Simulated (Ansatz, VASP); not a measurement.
# Ti (linear Ti chain) in two plane-wave programs, part 2 of 2

One calculation is typed for both programs; each brings its own data sets. How far apart do they land? The cell is taken from a series of runs on this material, whose earlier steps may have relaxed, scaled, displaced or heated it; both programs get it as it stands.

VASP 6.6.1 and Ansatz 0.2.0.

So far: Set-up; Ansatz: single point, LDA, pair 1; VASP: single point, LDA, pair 1; Differences; Ansatz: single point, LDA, pair 2.

### Step 6. VASP: single point, LDA, pair 2

Level of this step: LDA, spin-polarised from a ferromagnetic start; plane waves and PAW (Ti_sv) (VASP).

The same cell, functional (in two slightly different forms), mesh and smearing now go to VASP, with its own data sets.

Input file INCAR:

```
SYSTEM = Ti
PREC = Accurate
ENCUT = 500
EDIFF = 1E-06
NELM = 200
ISMEAR = -1
SIGMA = 0.05
LREAL = .FALSE.
ALGO = Normal
GGA = PW92
NBANDS = 13
ISPIN = 2
MAGMOM = 0.45
LASPH = .TRUE.
LMAXMIX = 4
LORBIT = 11
LWAVE = .FALSE.
LCHARG = .FALSE.
ISIF = 2
GGA_COMPAT = .FALSE.
```

Input file POSCAR:

```
Ti
1.0
    7.5000000000      0.0000000000      0.0000000000
    0.0000000000      7.5000000000      0.0000000000
    0.0000000000      0.0000000000      2.2963860351
Ti
1
Direct
    0.5000000000      0.5000000000      0.0000000000
```

Input file KPOINTS:

```
Automatic mesh
0
Gamma
1 1 35
0 0 0
```

PAW data sets: Ti_sv (LDA family, release 64).

The run is started by

```console
> mpirun -np 1 vasp_std
```

Numbers of over 12 decimals in the logs are rounded to 6 here.

The program printed:

```text
[banner, memory and clock lines left out]
running    1 mpi-ranks, on    1 nodes
[...]
[... a notice as in an earlier step ...]

 LDA part: xc-table for (Slater(with rela. corr.)+PW92), standard interpolation
 POSCAR, INCAR and KPOINTS ok, starting setup
[...]
entering main loop
       N       E                     dE             d eps       ncg     rms          rms(c)
DAV:   1     0.568831539256E+02    0.56883E+02   -0.62340E+03  1208   0.672E+02
DAV:   2     0.400121108605E+01   -0.52882E+02   -0.48344E+02  1106   0.175E+02
DAV:   3    -0.473617216920E+01   -0.87374E+01   -0.81755E+01  1703   0.545E+01
DAV:   4    -0.525845857105E+01   -0.52229E+00   -0.52079E+00  1113   0.124E+01
[...]
DAV:  16    -0.466332773534E+01   -0.17379E-04   -0.79423E-06  1113   0.903E-03    0.397E-03
DAV:  17    -0.466333136032E+01   -0.36250E-05   -0.12448E-06  1059   0.641E-03    0.169E-03
DAV:  18    -0.466333213654E+01   -0.77621E-06   -0.28550E-07   878   0.284E-03
   1 F= -.46633321E+01 E0= -.46520086E+01  d E =-.226472E-01  mag=     0.8000
```

Parts of OUTCAR (step 6):

```text
  Total       -0.3442665     -0.3442665     -2.1523564      0.0000000      0.0000000      0.0000000
  in kB       -4.2700985     -4.2700985    -26.6966850      0.0000000      0.0000000      0.0000000
  external PRESSURE =     -11.7456273 kB  Pullay stress =       0.0000000 kB

  FREE ENERGIE OF THE ION-ELECTRON SYSTEM (eV)
  ---------------------------------------------------
  free  energy   TOTEN  =        -4.6633321365 eV

  energy  without entropy=       -4.6406849751  energy(sigma->0) =       -4.65200856

 magnetization (x)
# of ion       s       p       d       tot
------------------------------------------
    1        0.013   0.011   0.526   0.550

[... 1 part as in an earlier step ...]

[... 3 further parts left out ...]
[key lines of the parts left out:]
E-fermi :  -2.0294
```

### Step 7. Comparison

The two programs side by side:

| quantity | Ansatz | VASP | difference |
| --- | --- | --- | --- |
| pressure (GPa) | -1.18 | -1.17 | -0.01 |
| total moment (μB) | 0.79 | 0.80 | -0.01 |
| moment on Ti1 (μB) | 0.45 | 0.55 | -0.10 |

### Step 8. Ansatz: single point, LDA, pair 3

With cell and atoms fixed, the geometry can't cause a difference; cores, projectors, grids and the points listed under the comparison can. The cell compared in this pair holds 155.48 Å³, against 129.17 Å³ for the pair before.

The cell is taken from a series of runs on this material, whose earlier steps may have relaxed, scaled, displaced or heated it; both programs get it as it stands.

Input file input.yaml:

```yaml
crystal:
  lattice:
    - [7.5, 0.0, 0.0]
    - [0.0, 7.5, 0.0]
    - [0.0, 0.0, 2.7641683755]
  atoms:
    - { symbol: Ti, position: [0.5, 0.5, 0.0], spin: 0.36 }
magnetization:
  spin_polarized: true
kpoints:
  mp_grid: { grid: [1, 1, 29] }
scf:
  occupations: { method: fermi_dirac, width: 0.05 }
hamiltonian:
  xc: lda
output:
  transmission:
    e_range: [-2, 2]
    de: 0.035
    kmesh: [1, 1]
    reduced_basis: true
    leads: [[0, 0]]
  stress: true
```

The run is started by

```console
> ansatz run input.yaml --threads 4 --pin off --max-ram 8192MiB --backend cpu --events-out ev --progress --plain --runs-dir out
```

The program printed:

```text
[...]
Crystal: 1 atoms, lattice volume = 155.484 Å³
Basis set: ecut = 420 eV, 3089 PW (Γ)
Bands: 11, of which v1, the nominal top of the filled ones, is band 6 counted from 1 (5 counted from 0)
Symmetry: 16 space group operations
[...]
k-points: 15 of 29
[...]
Starting moments: Σ|m| = 0.36 μB on 1 of 1 site
[...]
--- Transmission ---
  basis      : 497 plane waves across, 4 finite elements along
  points     : 1, standing for a mesh of 1 x 1
[...]
crystal 0  : Ti1, at the sites [0, 0], period 2.7642 Å: whole cells are its period
[...]
filled         : 8.6 meV over the level at which it is neutral
    channels       : 6.000000e0 up, 1.000000e0 down
[...]
[key lines of the parts left out:]
SCF converged after 11 iterations
Magnetization: 2.9484 μB (7.4742 up, 4.5258 down)
Free energy (F): -2446.011983 eV
Fermi energy:    -1.599482 eV
P = ⅓ Tr σ = -0.8739 GPa (-8.739 kbar)
```

### Step 9. VASP: single point, LDA, pair 3

The same cell, functional (in two slightly different forms), mesh and smearing now go to VASP, with its own data sets.

INCAR, as its differences from that of step 6:

```diff
@@ -10,5 +10,5 @@
 GGA = PW92
-NBANDS = 13
+NBANDS = 14
 ISPIN = 2
-MAGMOM = 0.45
+MAGMOM = 2.01
 LASPH = .TRUE.
```

POSCAR, as its differences from that of step 6:

```diff
@@ -4,3 +4,3 @@
     0.0000000000      7.5000000000      0.0000000000
-    0.0000000000      0.0000000000      2.2963860351
+    0.0000000000      0.0000000000      2.7641683755
 Ti
```

Input file KPOINTS:

```
Automatic mesh
0
Gamma
1 1 29
0 0 0
```

The run is started by

```console
> mpirun -np 1 vasp_std
```

The program printed:

```text
[... set-up lines as in an earlier step ...]
 entering main loop
       N       E                     dE             d eps       ncg     rms          rms(c)
DAV:   1     0.490888889009E+02    0.49089E+02   -0.60882E+03  1080   0.605E+02
DAV:   2     0.226741600345E+01   -0.46821E+02   -0.43980E+02  1120   0.154E+02
DAV:   3    -0.394906365249E+01   -0.62165E+01   -0.58581E+01  1330   0.448E+01
DAV:   4    -0.436202456484E+01   -0.41296E+00   -0.40985E+00  1028   0.100E+01
[...]
DAV:  17    -0.426450282846E+01   -0.70621E-05   -0.19467E-06   972   0.401E-03    0.184E-03
DAV:  18    -0.426450428529E+01   -0.14568E-05   -0.49511E-07   936   0.190E-03    0.103E-03
DAV:  19    -0.426450454653E+01   -0.26124E-06   -0.42053E-08   798   0.853E-04
   1 F= -.42645045E+01 E0= -.42518694E+01  d E =-.252702E-01  mag=     2.9498
```

Parts of OUTCAR (step 9):

```text
  Total       -0.3206459     -0.3206459     -1.9359558      0.0000000      0.0000000     -0.0000000
  in kB       -3.3040703     -3.3040703    -19.9489026      0.0000000      0.0000000     -0.0000000
  external PRESSURE =      -8.8523477 kB  Pullay stress =       0.0000000 kB

  FREE ENERGIE OF THE ION-ELECTRON SYSTEM (eV)
  ---------------------------------------------------
  free  energy   TOTEN  =        -4.2645045465 eV

  energy  without entropy=       -4.2392343234  energy(sigma->0) =       -4.25186943

 magnetization (x)
# of ion       s       p       d       tot
------------------------------------------
    1        0.047   0.032   1.941   2.020

[... 1 part as in an earlier step ...]

[... 3 further parts left out ...]
[key lines of the parts left out:]
E-fermi :  -2.1558
```

### Step 10. Differences

Compared:

| quantity | Ansatz | VASP | difference |
| --- | --- | --- | --- |
| pressure (GPa) | -0.87 | -0.89 | +0.01 |
| total moment (μB) | 2.95 | 2.95 | 0.00 |
| moment on Ti1 (μB) | 2.01 | 2.02 | -0.01 |

### Step 11. What came out

| Item | Value |
| --- | --- |
| difference in total moment (single point, LDA, pair 1) | -0.0085 μB |
| difference in total moment (single point, LDA, pair 2) | -0.012 μB |
| difference in total moment (single point, LDA, pair 3) | -0.0014 μB |

In words: The difference in total moment is -0.0085 μB (single point, LDA, pair 1). 5 further runs of this series are not shown here. Such differences can come from data sets, numerical settings and the points named under the comparisons, not from the functional's error against experiment.

[Lines on the potential files, build, host, timing and source positions are cut from VASP's logs without a mark.]

[Logs are printed without paths, hosts, clocks, repeated set-up lines and the standing remarks that a program may print on its own settings, such as how far it seeks lower states.]

[Hosts, paths, dates, database ids (printed as entryN), source tags and the programs' standing remarks are cut or masked in the printed files.]
